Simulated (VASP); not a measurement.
Given:

```yaml
crystal:
  lattice:
    - [0.00000, 2.88338, 2.88338]
    - [2.88338, 0.00000, 2.88338]
    - [2.88338, 2.88338, 0.00000]
  atoms:
    - { symbol: Li, position: [0.25000, 0.25000, 0.25000] }
    - { symbol: Li, position: [0.75000, 0.75000, 0.75000] }
    - { symbol: S, position: [0.00000, 0.00000, 0.00000] }
```

Calculation: RPBE GGA, VASP's PBE PAW potentials (set 64) (plane waves; VASP 6.6.1). Run with 520 eV cut-off, Gaussian smearing of 0.050 eV, potentials Li_sv S.

Q: Give the energies of bands 4 to 9 at the high-symmetry points, in eV from the valence-band maximum.

A: 
```
band     Γ      X      U      L      W
----  ----  -----  -----  -----  -----
4     0.00  -2.06  -1.94  -2.71  -1.73
5     0.00  -1.33  -1.87  -0.47  -1.73
6     0.00  -1.33  -1.07  -0.47  -1.63
7     4.29   3.57   4.71   6.08   5.56
8     6.32   7.08   8.00   6.66   7.32
9     6.32  11.01   9.44   6.66   8.84
```

The gap is indirect, 3.57 eV, from the valence maximum at Γ to the conduction minimum at X.

The compound is Li2S in the antifluorite structure. It was relaxed first.
